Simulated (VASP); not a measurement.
```xyz
4
Lattice="1.5200 -4.8064 0.0000 1.5200 4.8064 0.0000 0.0000 0.0000 4.0150" Properties=species:S:1:pos:R:3 pbc="T T T"
Cl     1.5200     0.9774     2.3309
Cl     1.5200    -0.9774     1.6840
Cl     1.5200    -3.8290     3.6915
Cl     1.5200     3.8290     0.3234
```

The base run (VASP): PBE GGA, plane waves, VASP's PBE PAW potentials (set 64). Settings: 400 eV cut-off, 7×7×5 Γ-centred mesh, Gaussian smearing of 0.050 eV, potentials Cl.

One setting is varied; ΔE counts from the base run. The base run took about 30 core-seconds. Costs are core time on shared hosts, one run each; read them as rough ratios.

```tsv
setting	cost over the base run	electronic steps	ΔE (meV/atom)
base run	reference	12	0.0
AMIX = 1.0, BMIX = 3.0, IMIX = 4	within a factor of 2	12	0.0
AMIX = 0.1, BMIX = 1.0, IMIX = 4	within a factor of 2	15	0.0
AMIX = 0.1, BMIX = 0.0001, IMIX = 4	within a factor of 2	15	0.0
AMIX = 0.1, BMIX = 3.0, IMIX = 4	within a factor of 2	15	0.0
AMIX = 0.2, BMIX = 1.0, IMIX = 1	about 3 times	30	0.0
```

Left out are runs that failed, have no time on record or changed the cell.

The structure was generated: Cl was put into the black-P type (Cmce), which need not be its known phase. The cell was not relaxed at this level.
